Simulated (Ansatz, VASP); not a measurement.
# Ba6Al18Zn6Si19O77: VASP beside Ansatz

Aim: how closely do two programs agree when they are given the same cell, functional and k mesh? The structure shown is frame 38 of Ansatz's trajectory.

Program: Ansatz 0.2.0. Level of theory: plane waves, with VASP 6.6.1 beside it; single point at PBEsol. Results are calculated unless marked as measured.

### Step 1. The structure

The cell holds 126 atoms: 19 Si, 18 Al, 6 Zn, 6 Ba and 77 O. Cell: a = 11.812 Å, b = 11.812 Å, c = 11.812 Å, α = 90.0°, β = 90.0°, γ = 90.0°. As first built, before any earlier steps moved the atoms (in the runner's words): 126 atoms (19 Si, 18 Al, 6 Zn, 6 Ba, 77 O) placed at random at 3.28 g/cm^3, melted at 4000 K for 10 ps at fixed volume with the Morse and Coulomb pair potential with partial charges (Pedone, Malavasi, Menziani, Cormack and Segre, J. Phys. Chem. B 110, 11780 (2006)). Quenched from 4000 K to 300 K at 10 K/ps and fixed volume, held 10 ps at zero pressure, then minimised at fixed cell.

### Step 2. Ansatz: dynamics, PBEsol

Ansatz runs on its default PAW (the set named soft_2) files.

One frame of this run of dynamics is then solved in both programs, so the motion causes no difference.

The input, input.yaml:

```yaml
crystal:
  lattice:
    - [11.81169, 0.0, 0.0]
    - [0.0, 11.81169, 0.0]
    - [0.0, 0.0, 11.81169]
  atoms:
    - { symbol: Si, position: [0.56987, 0.58403, 0.05528] }
    - { symbol: Si, position: [0.03621, 0.27265, 0.30201] }
    - { symbol: Si, position: [0.44364, 0.54804, 0.61823] }
    - { symbol: Si, position: [0.0857, 0.47511, 0.12586] }
    - { symbol: Si, position: [0.79936, 0.81933, 0.05899] }
    - { symbol: Si, position: [0.60724, 0.00053, 0.75486] }
    - { symbol: Si, position: [0.92155, 0.64967, 0.23664] }
    - { symbol: Si, position: [0.8266, 0.36574, 0.66398] }
    - { symbol: Si, position: [0.51808, 0.88124, 0.53974] }
    - { symbol: Si, position: [0.57889, 0.17886, 0.15886] }
    - { symbol: Si, position: [0.02328, 0.9547, 0.534] }
    - { symbol: Si, position: [0.89986, 0.19472, 0.84362] }
    - { symbol: Si, position: [0.20269, 0.38928, 0.46494] }
    - { symbol: Si, position: [0.993, 0.96473, 0.9349] }
    - { symbol: Si, position: [0.66689, 0.70424, 0.41518] }
    - { symbol: Si, position: [0.3614, 0.05891, 0.75888] }
    - { symbol: Si, position: [0.04139, 0.52538, 0.64006] }
    - { symbol: Si, position: [0.24219, 0.52042, 0.79359] }
    - { symbol: Si, position: [0.78559, 0.28422, 0.40778] }
    - { symbol: Al, position: [0.31197, 0.59261, 0.05141] }
    - { symbol: Al, position: [0.3649, 0.56618, 0.36612] }
    - { symbol: Al, position: [0.58057, 0.4437, 0.42271] }
    - { symbol: Al, position: [0.11335, 0.8016, 0.35076] }
    - { symbol: Al, position: [0.87769, 0.72694, 0.57456] }
    - { symbol: Al, position: [0.29788, 0.73533, 0.54711] }
    - { symbol: Al, position: [0.29231, 0.98708, 0.52696] }
    - { symbol: Al, position: [0.57416, 0.81683, 0.17603] }
    - { symbol: Al, position: [0.33939, 0.28827, 0.83816] }
    - { symbol: Al, position: [0.82255, 0.24213, 0.0794] }
    - { symbol: Al, position: [0.31703, 0.22853, 0.09203] }
[... 90 atom lines left out ...]
    - { symbol: O, position: [0.94163, 0.43593, 0.6779] }
    - { symbol: O, position: [0.19323, 0.75677, 0.45783] }
    - { symbol: O, position: [0.73655, 0.15731, 0.42896] }
    - { symbol: O, position: [0.35362, 0.07714, 0.62619] }
    - { symbol: O, position: [0.95658, 0.072, 0.54934] }
    - { symbol: O, position: [0.6816, 0.92882, 0.83597] }
kpoints:
  mp_grid: { grid: [1, 1, 1] }
hamiltonian:
  xc: pbesol
scf:
  occupations: { method: fixed }
output:
  forces: true
md:
  timestep: 1.0
  n_steps: 113
  ensemble: nvt_nose_hoover
  temperature: 400
  initial_velocities: maxwell_boltzmann
  seed: 7795
```

The run is started by

```console
$ ansatz run input.yaml --threads 4 --pin off --max-ram 8192MiB --backend cpu --events-out ev --progress --plain --runs-dir out
```

Numbers of over 12 decimals in the logs are rounded to 6 here.

Log:

```text
Warning: md: disabling space-group detection — thermal motion breaks the input geometry's symmetry, so no spatial operation reduces the k-mesh or symmetrises the density; time reversal is kept, so that k and −k are solved as one point where they differ and the mesh holds both, and exact exchange and, on two spinor components, a DFT+U term hold to it where the run has them: on two components no moment then forms, and  [...]
Engine: ansatz 0.2.0, x86_64-unknown-linux-gnu
Pseudopotentials: kind: paw
Pseudopotential: Si, paw, valence charge 4, recommended cutoff 420 eV (normal), Si.paw.azcp
Pseudopotential: Al, paw, valence charge 3, recommended cutoff 420 eV (normal), Al.paw.azcp
Pseudopotential: Zn, paw, valence charge 12, recommended cutoff 420 eV (normal), Zn.paw.azcp
Pseudopotential: Ba, paw, valence charge 10, recommended cutoff 420 eV (normal), Ba.paw.azcp
Pseudopotential: O, paw, valence charge 6, recommended cutoff 420 eV (normal), O.paw.azcp
Functional definition: PBEsol
  exchange = pbesol_x
  correlation = pbesol_c
Crystal: 126 atoms, lattice volume = 1647.920 Å³
Basis set: ecut = 420 eV, 32231 PW (Γ), exchange–correlation on 160×160×160 points (8 copies of the dense FFT grid, shifted against one another)
Bands: 488, of which v1, the nominal top of the filled ones, is band 362 counted from 1 (361 counted from 0)
Symmetry: 1 space group operations
k-points: 1
Non-local potential: Si, projectors of the file, l = 0: 2, l = 1: 2, l = 2: 2
Non-local potential: Al, projectors of the file, l = 0: 2, l = 1: 2, l = 2: 1
Non-local potential: Zn, projectors of the file, l = 0: 2, l = 1: 2, l = 2: 3, l = 3: 1
Non-local potential: Ba, projectors of the file, l = 0: 3, l = 1: 2, l = 2: 2, l = 3: 2
Non-local potential: O, projectors of the file, l = 0: 2, l = 1: 2, l = 2: 1
PAW form: soft (Blöchl's): semilocal exchange-correlation on the pseudo side does not see the compensation charge
PAW frozen core: Si, regenerated for the run's functional, and the local potential with it (the file was generated under x = pbe(κ = 0.804, μ = 0.219515), c = pbe(β = 0.066725))
PAW frozen core: Al, regenerated for the run's functional, and the local potential with it (the file was generated under x = pbe(κ = 0.804, μ = 0.219515), c = pbe(β = 0.066725))
PAW frozen core: Zn, regenerated for the run's functional, and the local potential with it (the file was generated under x = pbe(κ = 0.804, μ = 0.219515), c = pbe(β = 0.066725))
PAW frozen core: Ba, regenerated for the run's functional, and the local potential with it (the file was generated under x = pbe(κ = 0.804, μ = 0.219515), c = pbe(β = 0.066725))
PAW frozen core: O, regenerated for the run's functional, and the local potential with it (the file was generated under x = pbe(κ = 0.804, μ = 0.219515), c = pbe(β = 0.066725))
PAW one-centre angular grid: Si, 110 points (default); XC on 64 Gauss nodes
PAW one-centre angular grid: Al, 110 points (default); XC on 64 Gauss nodes
PAW one-centre angular grid: Zn, 590 points (default); XC on 64 Gauss nodes
PAW one-centre angular grid: Ba, 194 points (default); XC on 64 Gauss nodes
PAW one-centre angular grid: O, 110 points (default); XC on 64 Gauss nodes
Initial density: superposition of atomic densities (neutral atoms: chi_scale 0, normalization atom), corrected by the library's trained network
Initial wavefunctions: pseudopotential atomic-orbital guess
Functional: x = pbesol(κ = 0.804, μ = 0.123457), c = pbesol(β = 0.046)
SCF iter   1: F=—  HF=-119438.842992 eV  |F-HF|=—  |Δ(HF+E_count)|=         —  Δρ=1.23e-2  dr2=2.02e0  ethr=1.77e-3  ⟨swp⟩=6.0  Hψ=1682  notcnv=0  defer=124
preconditioner: auto → Resta (q_TF=auto, 2.379 Å⁻¹)  ε∞=3.6  [insulator: Δε(μ)=2.695 eV  Ē_g=15.028 eV  n_scr=364 (ndim 8)  ℏωp=24.4 eV  f_vac=0.086  ε∞_Penn≈3.6]
SCF iter   2: F=—  HF=-119438.267540 eV  |F-HF|=—  |Δ(HF+E_count)|=   5.75e-1  Δρ=2.13e-3  dr2=4.61e-2  ethr=2.79e-4  ⟨swp⟩=3.0  Hψ=760  notcnv=0  defer=124
SCF iter   3: F=—  HF=-119438.267171 eV  |F-HF|=—  |Δ(HF+E_count)|=   3.69e-4  Δρ=9.55e-4  dr2=1.48e-2  ethr=6.37e-6  ⟨swp⟩=2.0  Hψ=672  notcnv=0  defer=111
automatic band count: iteration 3 solves 475 bands in place of 488: the levels show a gap, and the empty bands left out lie too high to hold charge; the band table lists the bands solved (type scf.n_extra_bands for more)
[...]
SCF iter   3: F=—  HF=-119436.846647 eV  |F-HF|=—  |Δ(HF+E_count)|=   1.62e-3  Δρ=3.09e-4  dr2=1.29e-3  ethr=8.15e-7  ⟨swp⟩=2.0  Hψ=687  notcnv=0  defer=111
SCF iter   4: F=—  HF=-119436.846340 eV  |F-HF|=—  |Δ(HF+E_count)|=   3.07e-4  Δρ=6.92e-5  dr2=1.00e-4  ethr=1.79e-7  ⟨swp⟩=2.0  Hψ=712  notcnv=0  defer=109
SCF iter   5: F=—  HF=-119436.846312 eV  |F-HF|=—  |Δ(HF+E_count)|=   2.73e-5  Δρ=5.04e-5  dr2=3.55e-5  ethr=1.38e-8  ⟨swp⟩=2.0  Hψ=685  notcnv=0  defer=109
SCF iter   6: F=—  HF=-119436.846614 eV  |F-HF|=—  |Δ(HF+E_count)|=   3.01e-4  Δρ=1.33e-5  dr2=2.86e-6  ethr=4.90e-9  ⟨swp⟩=2.0  Hψ=717  notcnv=0  defer=109
SCF iter   7: F=—  HF=-119436.846615 eV  |F-HF|=—  |Δ(HF+E_count)|=   1.45e-6  Δρ=9.21e-6  dr2=1.13e-6  ethr=3.96e-10  ⟨swp⟩=2.0  Hψ=685  notcnv=0  defer=109
SCF iter   8: F=-119436.846616 eV  HF=-119436.846615 eV  |F-HF|=7.40e-8  |Δ(HF+E_count)|=   1.53e-7  Δρ=2.11e-6  dr2=7.69e-8  ethr=1.38e-11  ⟨swp⟩=3.0  Hψ=1636  notcnv=0
SCF 114 converged in 8 iterations: F = -119436.846616 eV  dr2 = 7.69e-8
md step   113: t =   113.00 fs  T =   358.0 K  F+E_penalty+E_count = -119436.84661553 eV  E_kin = 5.784024 eV  conserved = -119431.79944901 eV  (8 SCF iters)
SCF converged after 8 iterations
Free energy (F): -119436.846616 eV
Harris-Foulkes:  -119436.846615 eV  (|F-HF|=7.40e-8)
Internal energy: -119436.846616 eV  (E = F + TS)
E sigma→0 (E₀):  -119436.846616 eV
Fermi energy:    5.110794 eV
--- Per-component energies (eV) ---
  E_band       = -1772.282194
  E_kinetic    = 16738.637607
  E_local      = -50378.072885  (includes V_loc(G=0)·N_el)
  E_nonlocal   = 8429.224483
  E_hartree    = 19401.759318
  E_xc         = -9221.859944
  E_vxc        = -9806.436449  (∫ρ·V_xc dr)
  E_paw        = -71058.861561  (= ΣΔE_a)
  E_vpaw       = -5559.346569  (= ΣTr[D̂ρ^β])
  E_aug_tail   = 0.190941  (compensation charges beyond the density's cutoff)
  E_ewald      = -33357.218627
  E_core_change = 9.354052  (= ΣΔE_core)
  E_smearing   = -0.000000  (= −TS)
  E_closure    = 0.000000  (closes the sum)
  Σ components = -119436.846616   (vs F -119436.846616, Δ=0.00e0)
--- Forces (eV/Å), atoms counted from 1 ---
  atom   1  Si    -0.18327850    -0.30020755     0.58471381
  atom   2  Si    -0.65591740    -0.46207372     0.36087720
  atom   3  Si     0.50203428     0.51757633     0.75377878
  atom   4  Si    -0.03446112    -1.36883928    -1.24614210
  atom   5  Si    -0.05711569    -3.02806672    -2.33235544
  atom   6  Si    -1.82561544    -0.17772194     0.76081388
  atom   7  Si     0.19311147     0.86565232     0.63062163
  atom   8  Si    -0.58563626    -0.06005159     0.83836443
  atom   9  Si     0.14274354    -1.68348501    -1.16700563
  atom  10  Si    -1.13099814    -0.89560326    -0.12887219
  atom  11  Si     0.41798593    -1.61276416     0.86151063
  atom  12  Si    -1.19055868     1.88114604     1.05246531
  atom  13  Si    -0.84126122     0.37853130     0.73626335
  atom  14  Si     1.46848543    -2.71595084     0.05766466
  atom  15  Si    -0.21003681    -1.98702408    -0.99835546
  atom  16  Si     0.89429583    -1.07537620    -0.08640135
  atom  17  Si     2.23187696    -1.04502167     1.55893917
  atom  18  Si    -1.43292738    -0.30710212    -0.05294068
  atom  19  Si    -0.16631847     0.20791441    -0.26758187
  atom  20  Al    -0.57013535    -0.64295789    -0.44786488
  atom  21  Al     1.71144225    -1.59920903     0.00452592
  atom  22  Al    -0.74966053    -1.02025853    -0.05574884
  atom  23  Al    -1.15529836     0.31550959    -0.08001752
  atom  24  Al     0.56455953    -1.77854693     0.02700131
[...]
atom 119  O      0.01861658    -0.55837057    -0.31296068
  atom 120  O      0.27900645     0.07792622     1.09822575
  atom 121  O     -0.62631347    -0.29931389     0.46980938
  atom 122  O      0.19644538    -0.00588120    -0.58498134
  atom 123  O     -0.70670985    -0.03956851     0.47498272
  atom 124  O      0.29242787     0.91950408     1.07316949
  atom 125  O     -2.23881597     1.56446076     0.88034827
  atom 126  O     -0.45475464     0.80116694    -0.78785016
  max |Σ_I F_I| component: 2.22e-4 eV/Å
--- MD trajectory: 113 steps, t = 0.0 → 113.0 fs ---
  final state: T = 358.0 K   F+E_penalty+E_count = -119436.84661553 eV   E_kin = 5.784024 eV
  conserved energy: peak-to-peak 7.445e-3 eV (5.909e-5 eV/atom) over 113.0 fs
```

### Step 3. VASP: single point, PBEsol

The same cell, functional and mesh now go to VASP, with its own data sets.

Lines of VASP's logs that name or quote its potential files are left out, and so is its time.

The input, INCAR:

```
SYSTEM = Ba6Al18Zn6Si19O77
PREC = Accurate
ENCUT = 520
EDIFF = 1E-06
NELM = 120
ISMEAR = 0
SIGMA = 0.01
LREAL = Auto
ALGO = Normal
GGA = PS
NBANDS = 464
LORBIT = 11
LWAVE = .FALSE.
LCHARG = .FALSE.
ISIF = 2
LASPH = .TRUE.
GGA_COMPAT = .FALSE.
EFERMI = MIDGAP
NCORE = 4
```

The input, POSCAR:

```
Ba6Al18Zn6Si19O77
1.0
   11.8116900000      0.0000000000      0.0000000000
    0.0000000000     11.8116900000      0.0000000000
    0.0000000000      0.0000000000     11.8116900000
Si Al Zn Ba O
19 18 6 6 77
Direct
    0.5768861188      0.5894330109      0.0492816862
    0.0334837775      0.2687845685      0.3055024302
    0.4464136800      0.5410656731      0.6223072228
    0.0795567781      0.4738695309      0.1194579269
    0.8052446348      0.8146675031      0.0586960884
    0.6184212420      0.9896712494      0.7567249056
    0.9219171854      0.6499831946      0.2398725331
    0.8282049393      0.3622004980      0.6722916026
    0.5193244997      0.8776474831      0.5464840340
    0.5748034363      0.1858413148      0.1588595705
    0.0133850448      0.9594731999      0.5322947013
    0.9066441805      0.1992771568      0.8527907522
    0.2019440063      0.3908331492      0.4607215394
    0.9953444427      0.9706655017      0.9391289477
    0.6605997956      0.7073246927      0.4186953772
    0.3769909302      0.0593056540      0.7570466208
    0.0441596418      0.5246581988      0.6384014481
    0.2353939191      0.5239809037      0.7809636047
    0.7807942809      0.2693264046      0.4080279791
    0.3038345910      0.6024370772      0.0446676132
    0.3602617407      0.5653297708      0.3744764720
    0.5731948603      0.4407836643      0.4229030731
    0.1068856362      0.8072426554      0.3557069310
    0.8617987773      0.7263482194      0.5822706150
    0.2938952851      0.7356271626      0.5690464277
    0.2910845103      0.9850664892      0.5196716135
    0.5758363113      0.8189259962      0.1766047026
    0.3489593784      0.2870715368      0.8323787705
    0.8173343527      0.2411255290      0.0795821766
    0.3464787850      0.2178096445      0.0847380857
[... 90 atom lines left out ...]
    0.9583556629      0.4180434807      0.6858205727
    0.1888976091      0.7631930740      0.4733107625
    0.7346450847      0.1402508870      0.4259593674
    0.3638514048      0.0937884418      0.6210457606
    0.9606500001      0.0807251122      0.5537395580
    0.6747383313      0.9156776041      0.8469236832
```

The input, KPOINTS:

```
Automatic mesh
0
Gamma
1 1 1
0 0 0
```

The projector-augmented-wave data sets are Si, Al, Zn, Ba_sv and O (PBE family, release 64).

The run is started by

```console
$ mpirun -np 16 vasp_gam
```

Log:

```text
[banner, memory and clock lines left out]
running   16 mpi-ranks, on    1 nodes
[...]
|                                                                             |
|               ----> ADVICE to this user running VASP <----                  |
|                                                                             |
|     You enforced a specific xc type in the INCAR file but a different       |
|     [... a line on the potential file left out ...]
|     I HOPE YOU KNOW WHAT YOU ARE DOING!                                     |
|                                                                             |

 LDA part: xc-table for (Slater+PW92), standard interpolation
 POSCAR, INCAR and KPOINTS ok, starting setup
[...]
entering main loop
       N       E                     dE             d eps       ncg     rms          rms(c)
DAV:   1     0.928602116707E+04    0.92860E+04   -0.37963E+05   928   0.166E+03
DAV:   2     0.213458219674E+03   -0.90726E+04   -0.85621E+04  1080   0.451E+02
DAV:   3    -0.997485350637E+03   -0.12109E+04   -0.11887E+04  1024   0.183E+02
DAV:   4    -0.106437046581E+04   -0.66885E+02   -0.66316E+02  1128   0.462E+01
[...]
DAV:  18    -0.941994057845E+03   -0.63164E-05   -0.21635E-04  1320   0.458E-02    0.166E-02
DAV:  19    -0.941994061763E+03   -0.39173E-05   -0.74017E-05  1128   0.314E-02    0.121E-02
DAV:  20    -0.941994061674E+03    0.88323E-07   -0.99111E-06  1216   0.184E-02
   1 F= -.94199406E+03 E0= -.94199406E+03  d E =0.000000E+00
```

Parts of OUTCAR (step 3):

```text
  Total      -20.0388993     -7.3195128     -8.6052106     -7.9614341     23.7841517     10.4528241
  in kB      -19.4826633     -7.1163391     -8.3663487     -7.7404421     23.1239557     10.1626765
  external PRESSURE =     -11.6551170 kB  Pullay stress =       0.0000000 kB

 POSITION                                       TOTAL-FORCE (eV/Angst)
 -----------------------------------------------------------------------------------
      6.81400      6.96220      0.58210        -0.620065     -1.177634      2.199564
      0.39550      3.17480      3.60850        -0.319958      0.692575     -1.146043
[...]
0.75270      1.69150      2.97600         0.249256      0.037727     -0.065368
      3.80830      3.67670      2.31130         1.188876     -0.109212      0.116581
      8.58900      5.03090      8.66120         0.180611      0.366134      0.497027
      7.62530      6.69940      5.21540         0.083767      1.612504     -0.416022
      3.42590      1.75640      9.66040         0.187806      0.665453      0.390839
      6.31160      2.91500      5.74340        -0.919516      0.465610      0.463186
      4.34400      8.10650      3.32870        -0.304311     -2.233204      1.496964
      9.24830      8.19030      8.29940        -0.486373      0.004234      0.872880
      7.98530      0.91050      7.88020         0.748962     -0.446080      0.160230
      5.48110      5.50640      3.84500        -0.236570     -0.546308     -0.732712
      0.50870      5.12010     11.74140         0.262339      0.405757     -0.033808
[...]
-----------------------------------------------------------------------------------
    total drift:                                0.026365      0.010626     -0.011844

  FREE ENERGIE OF THE ION-ELECTRON SYSTEM (eV)
  ---------------------------------------------------
  free  energy   TOTEN  =      -941.9940616742 eV

  energy  without entropy=     -941.9940616742  energy(sigma->0) =     -941.99406167

[... 3 further parts left out ...]
[key lines of the parts left out:]
E-fermi :   3.9255
```

Harder data sets than Ba_sv exist (the GW ones), and pressures, volumes and forces can shift noticeably with them.

### Step 4. Differences

Known differences besides the potentials themselves: fixed occupations in Ansatz, narrow Gaussian smearing in VASP; the cutoff is 420 eV in Ansatz and 520 eV in VASP (PREC = Accurate, projectors in real space); Ansatz makes its cores anew for this functional, VASP keeps those of its PBE data sets. Total energies have different zeros and are not compared.

Forces on 10 of the 126 atoms, those with the largest forces and the largest differences (eV/Å; atoms numbered as in POSCAR):

| atom | Ansatz x, y, z | VASP x, y, z |
| --- | --- | --- |
| Si6 | -2.200, 2.539, -3.173 | -2.239, 2.580, -3.195 |
| Si8 | 1.935, -1.118, -1.966 | 1.961, -1.163, -2.027 |
| Si11 | 0.960, -2.349, 2.167 | 1.001, -2.396, 2.177 |
| Si17 | -3.573, 0.469, -1.495 | -3.582, 0.471, -1.508 |
| Si18 | 1.997, -0.050, 2.061 | 2.005, -0.051, 2.077 |
| O64 | -0.773, -0.669, -0.027 | -0.935, -0.684, 0.092 |
| O107 | 2.264, -2.443, 1.334 | 2.236, -2.412, 1.315 |
| O110 | 0.159, 0.565, 0.747 | 0.084, 0.800, 0.912 |
| O111 | -0.703, -0.590, -0.192 | -0.757, -0.654, -0.399 |
| O126 | 2.045, -1.574, 1.867 | 2.079, -1.615, 1.981 |

The forces differ by 48 meV/Å r.m.s., which is 5.3 % of the r.m.s. force of 0.901 eV/Å (both taken over all components).

### Step 5. Results

```
r.m.s. force difference (single point, PBEsol) : 5.3 % of the r.m.s. force
```

In words: The r.m.s. force difference is 5.3 % of the r.m.s. force (single point, PBEsol), beyond the 3 % picked in this series as the mark of a large difference. What causes the difference of the single point, PBEsol pair stays open here. 2 further runs of this series are not shown here. Such differences can come from data sets, numerical settings and the points named under the comparisons, not from the functional's error against experiment.

[Lines on the potential files, build, host, timing and source positions are cut from VASP's logs without a mark.]

[Logs are printed without paths, hosts, clocks, repeated set-up lines and the standing remarks that a program may print on its own settings, such as how far it seeks lower states.]

[Hosts, paths, dates, database ids (printed as entryN), source tags and the programs' standing remarks are cut or masked in the printed files.]
